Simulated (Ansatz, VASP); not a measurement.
# Cross-check of Hf2Cu2O5 between VASP and Ansatz, part 2 of 2

Wanted: the spread between two codes on one cell, functional and k mesh. The cell is invented: As first built, before any earlier steps moved the atoms (in the runner's words): Cu for Na in the Na2Hf2O5 structure of space group P4/mmm. It may not be a known or stable phase. The two relaxations start from unlike cells of this crystal (the structure described is Ansatz's start), so only their ends are compared.

VASP 6.6.1 and Ansatz 0.2.0.

So far: Set-up; VASP: relaxation of cell and atoms, r2SCAN.

### 3. Ansatz: relaxation of cell and atoms, r2SCAN

Level of this step: Ansatz beside VASP: Kohn-Sham DFT, plane waves, r2SCAN (Ansatz).

Ansatz runs on its default PAW (the set named soft_2) files.

Its own start cell and the same functional, mesh and smearing now go to Ansatz, which takes its cutoff from its data sets.

Contents of input.yaml:

```yaml
crystal:
  lattice:
    - [3.7744029081, 0.0, 0.0]
    - [0.0, 3.7744029081, 0.0]
    - [0.0, 0.0, 7.5952696259]
  atoms:
    - { symbol: Cu, position: [0.0, 0.0, 0.0] }
    - { symbol: Cu, position: [0.0, 0.0, 0.5] }
    - { symbol: Hf, position: [0.5, 0.5, 0.25163683] }
    - { symbol: Hf, position: [0.5, 0.5, 0.74836317] }
    - { symbol: O, position: [0.5, 0.0, 0.19948253] }
    - { symbol: O, position: [0.5, 0.0, 0.80051747] }
    - { symbol: O, position: [0.5, 0.5, 0.5] }
    - { symbol: O, position: [0.0, 0.5, 0.19948253] }
    - { symbol: O, position: [0.0, 0.5, 0.80051747] }
kpoints:
  mp_grid: { grid: [6, 6, 4] }
scf:
  occupations: { method: gaussian, width: 0.03 }
hamiltonian:
  xc: r2scan
output:
  forces: true
  stress: true
relax:
  f_tol: 0.02
  max_steps: 60
  cell: {}
```

The run is started by

```
ansatz run input.yaml --threads 2 --pin off --max-ram 4096MiB --backend cpu --events-out ev --progress --plain --runs-dir out
```

Numbers of over 12 decimals in the logs are rounded to 6 here.

Log:

```text
Engine: ansatz 0.2.0, aarch64-unknown-linux-gnu
Pseudopotentials: kind: paw
Pseudopotential: Cu, paw, valence charge 19, recommended cutoff 500 eV (meta_gga), Cu.paw.azcp
Pseudopotential: Hf, paw, valence charge 26, recommended cutoff 500 eV (meta_gga), Hf.paw.azcp
Pseudopotential: O, paw, valence charge 6, recommended cutoff 500 eV (meta_gga), O.paw.azcp
Functional definition: r2SCAN
  parameter k0 = 0.174
  parameter k1 = 0.065
  parameter a1 = 4.9479
  exchange = r2scan_x(k0 = k0, k1 = k1, a1 = a1)
  correlation = r2scan_c
Crystal: 9 atoms, lattice volume = 108.203 Å³
Basis set: ecut = 500 eV, 2763 PW (Γ), exchange–correlation on 120×120×240 points (64 copies of the dense FFT grid, shifted against one another)
Bands: 72, of which v1, the nominal top of the filled ones, is band 60 counted from 1 (59 counted from 0)
Symmetry: 16 space group operations
Space group: P4/mmm (ITA 123), of the structure as read, at distance tolerance 4.8e-5 Å
k-points: 30 of 144
Non-local potential: Cu, projectors of the file, l = 0: 3, l = 1: 2, l = 2: 3, l = 3: 1
Non-local potential: Hf, projectors of the file, l = 0: 3, l = 1: 2, l = 2: 2, l = 3: 3
Non-local potential: O, projectors of the file, l = 0: 2, l = 1: 2, l = 2: 1
PAW form: soft (Blöchl's): semilocal exchange-correlation on the pseudo side does not see the compensation charge
PAW frozen core: Cu, regenerated for the run's functional (the file was generated under x = pbe(κ = 0.804, μ = 0.219515), c = pbe(β = 0.066725))
PAW frozen core: Hf, regenerated for the run's functional (the file was generated under x = pbe(κ = 0.804, μ = 0.219515), c = pbe(β = 0.066725))
PAW frozen core: O, regenerated for the run's functional (the file was generated under x = pbe(κ = 0.804, μ = 0.219515), c = pbe(β = 0.066725))
PAW one-centre angular grid: Cu, 590 points (default); XC on 160 Gauss nodes
PAW one-centre angular grid: Hf, 974 points (default); XC on 160 Gauss nodes
PAW one-centre angular grid: O, 302 points (default); XC on 160 Gauss nodes
Initial density: superposition of atomic densities (neutral atoms: chi_scale 0, normalization atom), corrected by the library's trained network
Initial wavefunctions: pseudopotential atomic-orbital guess
Functional: x = r2scan, c = r2scan; τ floored in thin density (d = 2e-4 eV/Å³)
SCF iter   1: F=—  HF=-47576.310629 eV  |F-HF|=—  |Δ(HF+E_count)|=         —  Δρ=2.72e-2  dr2=5.00e-1  dr2_τ=5.19e-1  ethr=1.77e-3  ⟨swp⟩=5.6  Hψ=6985  notcnv=0  defer=78
preconditioner: auto → LDOS  [insulator: Δε(μ)=0.234 eV  Ē_g=16.062 eV  σ=0.030 eV  W_gap=0.79  n_scr=38 (ndim 8)  ℏωp=35.7 eV  f_vac=0.036  D(μ)=3.16/eV (n_scr^D=16)  ε∞_Penn≈5.9  β→1.0]
SCF iter   2: F=—  HF=-47576.729275 eV  |F-HF|=—  |Δ(HF+E_count)|=   4.19e-1  Δρ=3.88e-2  dr2=1.05e0  dr2_τ=1.89e-2  ethr=4.17e-4  ⟨swp⟩=3.0  Hψ=4697  notcnv=0  defer=138  recentre
SCF iter   3: F=—  HF=-47576.394144 eV  |F-HF|=—  |Δ(HF+E_count)|=   3.35e-1  Δρ=1.48e-2  dr2=2.05e-1  dr2_τ=1.78e-3  ethr=4.17e-4  ⟨swp⟩=2.1  Hψ=4523  notcnv=0  defer=129
SCF iter   4: F=—  HF=-47576.390448 eV  |F-HF|=—  |Δ(HF+E_count)|=   3.70e-3  Δρ=7.89e-3  dr2=9.83e-2  dr2_τ=3.74e-3  ethr=1.71e-4  ⟨swp⟩=3.0  Hψ=3227  notcnv=0  defer=81
automatic band count: iteration 4 solves 70 bands in place of 72: the levels show a gap, and the empty bands left out lie too high to hold charge; the band table lists the bands solved (type scf.n_extra_bands for more)
SCF iter   5: F=—  HF=-47576.376327 eV  |F-HF|=—  |Δ(HF+E_count)|=   1.41e-2  Δρ=8.80e-3  dr2=9.22e-2  dr2_τ=1.19e-3  ethr=8.19e-5  ⟨swp⟩=3.0  Hψ=3530  notcnv=0  defer=51
automatic band count: iteration 5 solves 69 bands in place of 70: the levels show a gap, and the empty bands left out lie too high to hold charge; the band table lists the bands solved (type scf.n_extra_bands for more)
SCF iter   6: F=—  HF=-47576.373147 eV  |F-HF|=—  |Δ(HF+E_count)|=   3.18e-3  Δρ=7.40e-3  dr2=6.98e-2  dr2_τ=7.40e-4  ethr=7.68e-5  ⟨swp⟩=1.0  Hψ=2402  notcnv=0  defer=55
SCF iter   7: F=—  HF=-47576.367692 eV  |F-HF|=—  |Δ(HF+E_count)|=   5.45e-3  Δρ=1.84e-3  dr2=3.53e-3  dr2_τ=2.35e-4  ethr=5.82e-5  ⟨swp⟩=2.0  Hψ=2219  notcnv=0  defer=55
SCF iter   8: F=—  HF=-47576.367521 eV  |F-HF|=—  |Δ(HF+E_count)|=   1.70e-4  Δρ=2.60e-3  dr2=6.73e-3  dr2_τ=5.37e-5  ethr=2.94e-6  ⟨swp⟩=4.5  Hψ=4160  notcnv=0  defer=131
automatic band count: iteration 8 solves 72 bands in place of 69: the levels no longer show a gap clear of their residuals, so the SCF keeps every band
SCF iter   9: F=—  HF=-47576.367101 eV  |F-HF|=—  |Δ(HF+E_count)|=   4.21e-4  Δρ=8.91e-4  dr2=8.86e-4  dr2_τ=1.18e-5  ethr=2.94e-6  ⟨swp⟩=2.0  Hψ=2606  notcnv=0  defer=128
SCF iter  10: F=—  HF=-47576.367034 eV  |F-HF|=—  |Δ(HF+E_count)|=   6.63e-5  Δρ=1.05e-4  dr2=6.22e-6  dr2_τ=1.13e-6  ethr=7.38e-7  ⟨swp⟩=2.0  Hψ=2233  notcnv=0  defer=128
[...]
SCF iter  12: F=-47577.617335 eV  HF=-47577.617336 eV  |F-HF|=6.96e-7  |Δ(HF+E_count)|=   1.99e-7  Δρ=2.53e-5  dr2=8.19e-7  dr2_τ=1.54e-8  ethr=7.50e-10  ⟨swp⟩=3.9  Hψ=7986  notcnv=0
SCF 5 converged in 12 iterations: F = -47577.617335 eV  dr2 = 8.19e-7
relax step   5: F+E_penalty+E_count = -47577.61733539 eV  Δ(F+E_penalty+E_count) = -1.088e-2 eV  max|allowed force component| = 1.271e-1 eV/Å  Δτ_max = 0.0284 Å  P = -0.753 GPa  Ω = 119.575 Å³  energy of the carried Pulay correction = -7.900e-3 eV  (12 SCF iters, dr2 threshold 9.00e-7 eV, accepted)
[...]
relax step   6: F+E_penalty+E_count = -47577.61991643 eV  Δ(F+E_penalty+E_count) = -2.581e-3 eV  max|allowed force component| = 2.454e-3 eV/Å  Δτ_max = 0.0071 Å  P = -0.015 GPa  Ω = 118.935 Å³  energy of the carried Pulay correction = -7.476e-3 eV  (11 SCF iters, dr2 threshold 9.00e-7 eV, accepted)
[...]
relax step   7: F+E_penalty+E_count = -47577.62711145 eV  Δ(F+E_penalty+E_count) = -7.195e-3 eV  max|allowed force component| = 2.723e-3 eV/Å  Δτ_max = 0.0000 Å  P = -0.009 GPa  Ω = 118.935 Å³  stress off target by 3.44e-2 GPa  SCF on the basis re-selected at this cell (its energy is not comparable with the rows above)  (15 SCF iters)
basis re-selected at this cell: Δ(F+E_penalty+E_count) = -7.195e-3 eV, ΔP = +0.007 GPa vs the last step (what re-selecting the basis moved, of the pressure what is left beyond the Pulay correction that the steps carried, after the strain that the cell walked since its last selection, with what the two solves' SCF thresholds leave and, on support functions, any second-order correction that the steps lacked; it is no m [...]
SCF converged after 15 iterations
Free energy (F): -47577.627111 eV
Harris-Foulkes:  -47577.627111 eV  (|F-HF|=5.09e-11)
Internal energy: -47577.622857 eV  (E = F + TS)
E sigma→0 (E₀):  -47577.624984 eV
Entropy (-TS):   -0.004254 eV (-0.473 meV/atom)
Fermi energy:    12.217933 eV
--- Per-component energies (eV) ---
  E_band       = -1152.334635
  E_kinetic    = 2323.843639
  E_local      = -23013.249186  (includes V_loc(G=0)·N_el)
  E_nonlocal   = -1418.163884
  E_hartree    = 10313.922472
  E_xc         = -1092.926840
  E_vxc        = -1350.497925  (∫ρ·V_xc dr)
  E_paw        = -18102.155267  (= ΣΔE_a)
  E_vpaw       = 1598.898018  (= ΣTr[D̂ρ^β])
  E_aug_tail   = 0.005413  (compensation charges beyond the density's cutoff)
  E_vtau       = 78.984585  (kinetic-family band-sum trace: ∫τ·v_τ [+ j·A + Jᵃ·Aᵃ] dr)
  E_ewald      = -16588.780328
  E_core_change = -0.118877  (= ΣΔE_core)
  E_smearing   = -0.004254  (= −TS)
  E_closure    = -0.000000  (closes the sum)
  Σ components = -47577.627111   (vs F -47577.627111, Δ=0.00e0)
--- Forces (eV/Å), atoms counted from 1 ---
  atom   1  Cu    -0.00000000    -0.00000000     0.00000000
  atom   2  Cu    -0.00000000    -0.00000000     0.00000000
  atom   3  Hf     0.00000000     0.00000000     0.00242962
  atom   4  Hf     0.00000000     0.00000000    -0.00242962
  atom   5  O      0.00000000     0.00000000     0.00272272
  atom   6  O      0.00000000     0.00000000    -0.00272272
  atom   7  O      0.00000000     0.00000000     0.00000000
  atom   8  O      0.00000000     0.00000000     0.00272272
  atom   9  O      0.00000000     0.00000000    -0.00272272
  max |Σ_I F_I| component: 2.39e-17 eV/Å
--- Stress (GPa, compression-positive) ---
       -0.030549       0.000000       0.000000
        0.000000      -0.030549       0.000000
        0.000000       0.000000       0.034408
  P = ⅓ Tr σ = -0.0089 GPa (-0.089 kbar)
--- Relaxed structure (6 steps of the walk, 6 accepted, 1 SCFs on fresh bases) ---
  F+E_penalty+E_count = -47577.62711145 eV   max|allowed force component| = 2.723e-3 eV/Å   (the final SCF, on the basis selected at the relaxed cell)
  cell:  # Å, volume = 118.9350 Å³
    - [3.862794, 0, 0.0]
    - [0, 3.862794, 0.0]
    - [0.0, 0.0, 7.970883]
  atoms:
    - { symbol: Cu, position: [0, 0, 0] }
    - { symbol: Cu, position: [0, 0, 0.5] }
    - { symbol: Hf, position: [0.5, 0.5, 0.249064] }
    - { symbol: Hf, position: [0.5, 0.5, 0.750936] }
    - { symbol: O, position: [0.5, 0, 0.178358] }
    - { symbol: O, position: [0.5, 0, 0.821642] }
    - { symbol: O, position: [0.5, 0.5, 0.5] }
    - { symbol: O, position: [0, 0.5, 0.178358] }
    - { symbol: O, position: [0, 0.5, 0.821642] }
```

In the SCF lines HF is the Harris–Foulkes energy and dr2 the Hartree energy of the density residual, in eV; the loop may stop once dr2 is under the threshold and the program's other checks hold. Hψ counts applications of the Hamiltonian.

### 4. Side by side

Known differences besides the potentials themselves: VASP keeps PBE cores, Ansatz makes them for the functional; the data sets hold 120 valence electrons in Ansatz (on its default PAW (the set named soft_2) files) and 72 in VASP; the cutoff is 500 eV in Ansatz and 660 eV in VASP; Ansatz adds a Pulay correction to the stress that steers its cell, VASP none. Total energies have different zeros and are not compared.

The two programs side by side:

```csv
quantity,Ansatz,VASP,difference
volume (Å³),118.93,117.86,+0.91 %
"edge a after relaxation, in the typed setting (Å)",3.863,3.855,+0.21 %
"edge c after relaxation, in the typed setting (Å)",7.971,7.933,+0.48 %
```

### 5. What came out

```yaml
difference_in_volume_relaxation_of_cell_and_atoms_r2scan: 0.91 %
```

What this shows: The difference in volume is 0.91 % (relaxation of cell and atoms, r2SCAN), within the 1.2 % picked in this series as the mark of a large difference, as far as the stopping tolerances let one tell. The data sets hold unlike numbers of valence electrons (120 in Ansatz and 72 in VASP), so part of the differences comes from the potentials. How closely two codes agree says nothing of how well the functional describes the real material.

[Lines on the potential files, build, host, timing and source positions are cut from VASP's logs without a mark.]

[Logs are printed without paths, hosts, clocks, repeated set-up lines and the standing remarks that a program may print on its own settings, such as how far it seeks lower states.]

[Hosts, paths, dates, database ids (printed as entryN), source tags and the programs' standing remarks are cut or masked in the printed files.]
